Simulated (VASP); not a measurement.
Output of a VASP run:

### OUTCAR
```
 ion  position               nearest neighbor table
   1  0.000  0.000  0.000-  38 1.96  46 1.96  49 1.96  57 1.96  24 2.01  63 2.01   3 2.97   5 2.97
 Subroutine IBZKPT returns following result:
 Found      1 irreducible k-points:

 Following reciprocal coordinates:
            Coordinates               Weight
  0.000000  0.000000  0.000000      1.000000
   k-points           NKPTS =      1   k-points in BZ     NKDIM =      1   number of bands    NBANDS=    236
   number of dos      NEDOS =    301   number of ions     NIONS =     72
   total plane-waves  NPLWV = 110592
   dimension x,y,z NGX =    48 NGY =   48 NGZ =   48
   dimension x,y,z NGXF=    96 NGYF=   96 NGZF=   96
   ions per type =              23  48   1
   PREC   = normal    normal or accurate (medium, high low for compatibility)
   ISTART =      0    job   : 0-new  1-cont  2-samecut
   ICHARG =      2    charge: 1-file 2-atom 10-const
   ISPIN  =      1    spin polarized calculation?
   LNONCOLLINEAR =      F non collinear calculations
   LSORBIT =      F    spin-orbit coupling
   INIWAV =      1    electr: 0-lowe 1-rand  2-diag
   ENCUT  =  400.0 eV  29.40 Ry    5.42 a.u.  15.18 15.18 14.52*2*pi/ulx,y,z
   NELM   =    100;   NELMIN=  4; NELMDL= -5     # of ELM steps
   EDIFF  = 0.1E-04   stopping-criterion for ELM
   LREAL  =      T    real-space projection
   NLSPLINE    = F    spline interpolate recip. space projectors
   LMAXMIX     =    4 max onsite mixed and CHGCAR
   VOSKOWN=      0    Vosko Wilk Nusair interpolation
   EDIFFG = -.3E-01   stopping-criterion for IOM
   NSW    =     60    number of steps for IOM
   NBLOCK =      1;   KBLOCK =     60    inner block; outer block
   IBRION =      2    ionic relax: 0-MD 1-quasi-New 2-CG
   NFREE  =      1    steps in history (QN), initial steepest desc. (CG)
   ISIF   =      2    stress and relaxation
   ISYM   =      0    0-nonsym 1-usesym 2-fastsym
   TEIN   =    0.0    initial temperature
   TEBEG  =    0.0;   TEEND  =   0.0 temperature during run
   SMASS  =  -3.00    Nose mass-parameter (am)
   PSTRESS=    0.0 pullay stress
   NELECT =     394.0000    total number of electrons
   EFERMI =   0.00;   METHOD = LEGACY
   ISMEAR =     0;   SIGMA  =   0.05  broadening in eV -4-tet -1-fermi 0-gaus
   IALGO  =     68    algorithm
   LDIAG  =      T    sub-space diagonalisation (order eigenvalues)
   IMIX   =      4    mixing-type and parameters
     AMIX     =   0.40;   BMIX     =  1.00
     AMIX_MAG =   1.60;   BMIX_MAG =  1.00
     AMIN     =   0.10
   GGA     = PE    functional components
   VOSKOWN =     0    Vosko Wilk Nusair interpolation
   LHFCALC =     F    Hartree Fock is set to
   LHFONE  =     F    Hartree Fock one center treatment
   AEXX    =    0.0000 exact exchange contribution
   IVDW    =     0    specifies the selected vdW correction
   LEPSILON=     F    determine dielectric tensor
   LRPA    =     F    only Hartree local field effects (RPA)
  energy-cutoff  :      400.00
  volume of cell :      772.15
      direct lattice vectors                 reciprocal lattice vectors
     9.311249664  0.000000000  0.000000000     0.107396970  0.000000000  0.000000000
     0.000000000  9.311249664  0.000000000     0.000000000  0.107396970  0.000000000
     0.000000000  0.000000000  8.906027028     0.000000000  0.000000000  0.112283513
 k-point     1 :   0.0000 0.0000 0.0000  plane waves:    6997
 maximum number of plane-waves:      6997
```

### OSZICAR
```
...
RMM:   3    -0.632089472734E+03   -0.11132E-03   -0.12664E-03   600   0.859E-02    0.844E-02
RMM:   4    -0.632089483628E+03   -0.10895E-04   -0.30022E-04   554   0.458E-02    0.926E-02
RMM:   5    -0.632089445898E+03    0.37730E-04   -0.17922E-04   541   0.332E-02    0.663E-02
RMM:   6    -0.632089436521E+03    0.93775E-05   -0.99774E-05   483   0.237E-02
   9 F= -.63208944E+03 E0= -.63205273E+03  d E =-.588114E-02
       N       E                     dE             d eps       ncg     rms          rms(c)
DAV:   1    -0.632089388285E+03    0.57613E-04   -0.24235E-02   540   0.368E-01    0.573E-02
RMM:   2    -0.632089475533E+03   -0.87248E-04   -0.92288E-04   495   0.823E-02    0.990E-02
RMM:   3    -0.632089433175E+03    0.42358E-04   -0.28293E-04   525   0.448E-02    0.510E-02
RMM:   4    -0.632089440240E+03   -0.70643E-05   -0.91846E-05   476   0.229E-02
  10 F= -.63208944E+03 E0= -.63205279E+03  d E =-.588485E-02
       N       E                     dE             d eps       ncg     rms          rms(c)
DAV:   1    -0.632089305135E+03    0.12804E-03   -0.80551E-01   496   0.215E+00    0.199E-01
RMM:   2    -0.632090717119E+03   -0.14120E-02   -0.22637E-02   484   0.437E-01    0.251E-01
RMM:   3    -0.632091389019E+03   -0.67190E-03   -0.73934E-03   560   0.208E-01    0.216E-01
RMM:   4    -0.632091182277E+03    0.20674E-03   -0.15070E-03   545   0.104E-01    0.154E-01
RMM:   5    -0.632091155324E+03    0.26953E-04   -0.91633E-04   535   0.737E-02    0.161E-01
RMM:   6    -0.632091045056E+03    0.11027E-03   -0.64787E-04   538   0.589E-02    0.118E-01
RMM:   7    -0.632091004664E+03    0.40392E-04   -0.40339E-04   544   0.447E-02    0.858E-02
RMM:   8    -0.632090931229E+03    0.73435E-04   -0.13910E-04   467   0.298E-02    0.354E-02
RMM:   9    -0.632090911623E+03    0.19606E-04   -0.17778E-04   529   0.232E-02    0.149E-02
RMM:  10    -0.632090912937E+03   -0.13143E-05   -0.37413E-05   324   0.118E-02
  11 F= -.63209091E+03 E0= -.63205446E+03  d E =-.147270E-02
       N       E                     dE             d eps       ncg     rms          rms(c)
DAV:   1    -0.632090911622E+03    0.28012E-09   -0.26842E-03   528   0.124E-01    0.109E-02
RMM:   2    -0.632090915791E+03   -0.41689E-05   -0.77733E-05   451   0.260E-02    0.121E-02
RMM:   3    -0.632090917666E+03   -0.18748E-05   -0.22036E-05   286   0.126E-02    0.125E-02
RMM:   4    -0.632090917028E+03    0.63795E-06   -0.59315E-06   274   0.877E-03
  12 F= -.63209092E+03 E0= -.63205444E+03  d E =-.147679E-02
       N       E                     dE             d eps       ncg     rms          rms(c)
DAV:   1    -0.632090891625E+03    0.26041E-04   -0.45232E-01   496   0.163E+00    0.130E-01
RMM:   2    -0.632091802122E+03   -0.91050E-03   -0.11082E-02   481   0.308E-01    0.169E-01
RMM:   3    -0.632092106768E+03   -0.30465E-03   -0.31106E-03   565   0.142E-01    0.148E-01
RMM:   4    -0.632092011826E+03    0.94943E-04   -0.64895E-04   561   0.703E-02    0.913E-02
RMM:   5    -0.632091981452E+03    0.30374E-04   -0.30265E-04   547   0.450E-02    0.733E-02
RMM:   6    -0.632091960724E+03    0.20728E-04   -0.19170E-04   511   0.347E-02    0.649E-02
RMM:   7    -0.632091951441E+03    0.92831E-05   -0.10449E-04   459   0.252E-02    0.502E-02
RMM:   8    -0.632091929011E+03    0.22430E-04   -0.48498E-05   383   0.176E-02    0.181E-02
RMM:   9    -0.632091926328E+03    0.26835E-05   -0.21156E-05   298   0.996E-03
  13 F= -.63209193E+03 E0= -.63205549E+03  d E =-.100930E-02
```

**OUTCAR**
```
------------------------ aborting loop because EDIFF is reached ----------------------------------------
  FORCE on cell =-STRESS in cart. coord.  units (eV):
  Direction    XX          YY          ZZ          XY          YZ          ZX
  --------------------------------------------------------------------------------------
  Total       -9.7551974     -9.8222535     -9.5577016     -1.5843082      0.0382816     -0.0423199
  in kB      -20.2416864    -20.3808255    -19.8318897     -3.2873830      0.0794330     -0.0878123
  external PRESSURE =     -20.1514672 kB  Pullay stress =       0.0000000 kB
  volume of cell :      772.15
      direct lattice vectors                 reciprocal lattice vectors
     9.311249664  0.000000000  0.000000000     0.107396970  0.000000000  0.000000000
     0.000000000  9.311249664  0.000000000     0.000000000  0.107396970  0.000000000
     0.000000000  0.000000000  8.906027028     0.000000000  0.000000000  0.112283513
 POSITION                                       TOTAL-FORCE (eV/Angst)
 -----------------------------------------------------------------------------------
      0.00610      9.30382      8.89753        -0.004116      0.010077      0.001344
      2.30260      2.30340      1.46584         0.007715      0.005266      0.006476
      9.31025      0.00073      2.96706         0.010816     -0.005426      0.011168
      2.30246      2.30292      4.46792         0.002116      0.002959     -0.007916
      9.30562      0.00608      5.94828         0.011581     -0.008790     -0.009921
      2.34653      2.34747      7.42073         0.001744     -0.000896      0.002978
      9.31055      4.65456      8.90576         0.002817      0.004121      0.000219
      2.30340      7.00696      1.48110        -0.001346      0.004192      0.003170
      0.00071      4.65600      2.96876        -0.001062      0.002525      0.006961
      2.29376      7.02091      4.45637        -0.006768      0.001472     -0.007640
      0.00151      4.65541      5.93765        -0.003580     -0.000199     -0.010373
      2.31410      6.99687      7.42235         0.013818     -0.013205      0.001347
      4.65623      0.00062      8.90577        -0.002874     -0.000478      0.002130
      7.01703      2.29666      1.48160         0.002077     -0.004365      0.006968
      4.65471      9.31118      2.96807         0.000086     -0.000006      0.006091
      7.00964      2.29986      4.45674         0.008383     -0.002477     -0.001261
      4.65523      9.31017      5.93777         0.002710      0.000453     -0.010217
      6.99764      2.31393      7.42142        -0.015473      0.015539     -0.002374
      4.66132      4.65090      8.87338         0.005679     -0.000663     -0.012255
      7.00997      7.01030      1.46665        -0.006339     -0.006306      0.005823
      7.00905      7.00912      4.47000        -0.002133     -0.002120     -0.007171
      4.64831      4.65973      5.97947         0.009879     -0.001405     -0.014556
      6.96354      6.96446      7.42013         0.001494     -0.002519      0.005341
      1.41304      1.41166      8.90115         0.002061     -0.002833     -0.003956
      3.73933      0.91257      1.48366        -0.000311      0.001322      0.005349
      0.91765      3.73937      1.48570        -0.007256     -0.003134     -0.003710
      3.24684      3.24128      0.00641         0.001262      0.007500      0.007333
      1.40899      1.40962      2.96846         0.006112      0.001620     -0.000939
      3.74121      0.91488      4.45336        -0.001359     -0.004082     -0.000127
      0.91798      3.74005      4.45037        -0.014756     -0.006134      0.006686
      3.24471      3.23575      2.96886        -0.000452      0.012901     -0.010719
      1.41377      1.41115      5.94002        -0.004949      0.001101      0.014863
      3.74133      0.91363      7.42070         0.003956      0.010552      0.002255
      0.91511      3.73880      7.42157         0.009923      0.005845      0.004840
      3.23975      3.24844      5.93041         0.024350     -0.001094     -0.003476
      1.41609      6.07038      0.00062         0.004501     -0.000459     -0.006646
      3.73809      5.57432      1.48105        -0.005332      0.009488      0.007113
      0.91458      8.39651      1.48442         0.006658     -0.004194     -0.004616
      3.24171      7.89589      0.00024         0.002065      0.000165     -0.003856
      1.41997      6.07031      2.97047        -0.004778     -0.003568     -0.004978
      3.74126      5.58247      4.45525        -0.005690     -0.011934      0.008070
      0.91350      8.39982      4.45489        -0.000170     -0.000807      0.006315
      3.23937      7.89762      2.96759         0.011440     -0.009406      0.003681
      1.42035      6.06909      5.93693        -0.011019     -0.005992      0.006631
      3.73988      5.57342      7.42758        -0.004071      0.008202     -0.012496
      0.91546      8.39532      7.41988         0.005397     -0.001864      0.000798
      3.24037      7.89724      5.94032         0.015174      0.000999     -0.004842
      6.07108      1.41690      0.00030        -0.003712     -0.007607     -0.001964
      8.39997      0.91363      1.48209        -0.002315      0.001586     -0.003155
      5.58299      3.73838      1.47936        -0.012560     -0.008417      0.002693
      7.89900      3.23930      8.90428         0.000849      0.012037      0.003900
      6.06958      1.41859      2.96716         0.004764     -0.001631      0.004541
      8.39667      0.91397      4.45388         0.002642      0.001308      0.002154
      5.57560      3.73361      4.46359        -0.001466      0.006960     -0.013436
      7.89541      3.24146      2.97065         0.000414      0.000346     -0.006868
      6.07277      1.41319      5.93901        -0.004178      0.001290     -0.000779
...
```
(Selected blocks of OUTCAR.)

### POSCAR
```
NbTi23O48
1
    9.3112496639     0.0000000000     0.0000000000
    0.0000000000     9.3112496639     0.0000000000
    0.0000000000     0.0000000000     8.9060270283
Ti O Nb
23 48 1
Direct
  0.0000000000   0.0000000000   0.0000000000
  0.2500000000   0.2500000000   0.1666670000
  0.0000000000   0.0000000000   0.3333330000
  0.2500000000   0.2500000000   0.5000000000
  0.0000000000   0.0000000000   0.6666670000
  0.2500000000   0.2500000000   0.8333330000
  0.0000000000   0.5000000000   0.0000000000
  0.2500000000   0.7500000000   0.1666670000
  0.0000000000   0.5000000000   0.3333330000
  0.2500000000   0.7500000000   0.5000000000
  0.0000000000   0.5000000000   0.6666670000
  0.2500000000   0.7500000000   0.8333330000
  0.5000000000   0.0000000000   0.0000000000
  0.7500000000   0.2500000000   0.1666670000
  0.5000000000   0.0000000000   0.3333330000
  0.7500000000   0.2500000000   0.5000000000
  0.5000000000   0.0000000000   0.6666670000
  0.7500000000   0.2500000000   0.8333330000
  0.5041320000   0.4961070000   0.9983610000
  0.7500000000   0.7500000000   0.1666670000
  0.7500000000   0.7500000000   0.5000000000
  0.4954240000   0.5034350000   0.6673470000
  0.7500000000   0.7500000000   0.8333330000
  0.1525000000   0.1525000000   0.0000000000
  0.4025000000   0.0975000000   0.1666670000
  0.0975000000   0.4025000000   0.1666670000
  0.3475000000   0.3475000000   0.0000000000
  0.1525000000   0.1525000000   0.3333330000
  0.4025000000   0.0975000000   0.5000000000
  0.0975000000   0.4025000000   0.5000000000
  0.3510170000   0.3450300000   0.3296060000
  0.1525000000   0.1525000000   0.6666670000
  0.4025000000   0.0975000000   0.8333330000
  0.0975000000   0.4025000000   0.8333330000
  0.3475000000   0.3475000000   0.6666670000
  0.1525000000   0.6525000000   0.0000000000
  0.3998600000   0.6013940000   0.1687380000
  0.0975000000   0.9025000000   0.1666670000
  0.3475000000   0.8475000000   0.0000000000
  0.1525000000   0.6525000000   0.3333330000
  0.4073910000   0.6006210000   0.4997920000
  0.0975000000   0.9025000000   0.5000000000
  0.3475000000   0.8475000000   0.3333330000
  0.1525000000   0.6525000000   0.6666670000
  0.4025000000   0.5975000000   0.8333330000
  0.0975000000   0.9025000000   0.8333330000
  0.3475000000   0.8475000000   0.6666670000
  0.6525000000   0.1525000000   0.0000000000
  0.9025000000   0.0975000000   0.1666670000
  0.6021420000   0.4019850000   0.1654480000
  0.8475000000   0.3475000000   0.0000000000
  0.6525000000   0.1525000000   0.3333330000
  0.9025000000   0.0975000000   0.5000000000
  0.5974830000   0.4003670000   0.5024620000
  0.8475000000   0.3475000000   0.3333330000
  0.6525000000   0.1525000000   0.6666670000
  0.9025000000   0.0975000000   0.8333330000
  0.5975000000   0.4025000000   0.8333330000
  0.8475000000   0.3475000000   0.6666670000
  0.6525000000   0.6525000000   0.0000000000
  0.9025000000   0.5975000000   0.1666670000
  0.5975000000   0.9025000000   0.1666670000
  0.8475000000   0.8475000000   0.0000000000
  0.6531720000   0.6497270000   0.3315560000
  0.9025000000   0.5975000000   0.5000000000
  0.5975000000   0.9025000000   0.5000000000
  0.8475000000   0.8475000000   0.3333330000
  0.6525000000   0.6525000000   0.6666670000
  0.9025000000   0.5975000000   0.8333330000
  0.5975000000   0.9025000000   0.8333330000
  0.8475000000   0.8475000000   0.6666670000
  0.4995800000   0.5022090000   0.3385140000
```

Problem. Reconstruct the remaining input files.

Solution. One answer among several that fit: the input of the run itself, PBE GGA, plane waves, VASP's PBE PAW potentials (set 64).

### INCAR
```
SIGMA = 0.05
ISIF = 2   ! forces and stress, cell fixed
IBRION = 2   ! conjugate gradients
LMAXMIX = 4   ! l cut-off of mixed one-centre charges
LWAVE = .FALSE.
NELECT = 394.0
NELMIN = 4
GGA = PE
SYSTEM = NbTi23O48
LCHARG = .FALSE.
LREAL = Auto
ISMEAR = 0
NELM = 100   ! most electronic steps
LASPH = .TRUE.   ! aspherical one-centre terms
NSW = 60   ! most ionic steps
ALGO = Fast   ! Davidson, then RMM-DIIS
EDIFF = 1E-5
ISYM = 0
EDIFFG = -0.03
ENCUT = 400
PREC = Normal
```

**KPOINTS**
```
K-points
0
gamma
 1 1 1
```

POTCAR, in this order: Ti O Nb_sv (PBE.64 set). Program: vasp_gam.

At this cut-off the stress carries a Pulay error, which pulls relaxed volumes low. The cell is charged, with a uniform compensating background. The supercell is sampled at Γ alone, which is coarse: total energies, pressure and levels can be off, energies of defects by several tenths of an eV.

The cell is a supercell with a defect, built from TiO2 (rutile): Nb_Ti, charge -1. The run is not spin-polarised, so no state with unpaired spins was tried.
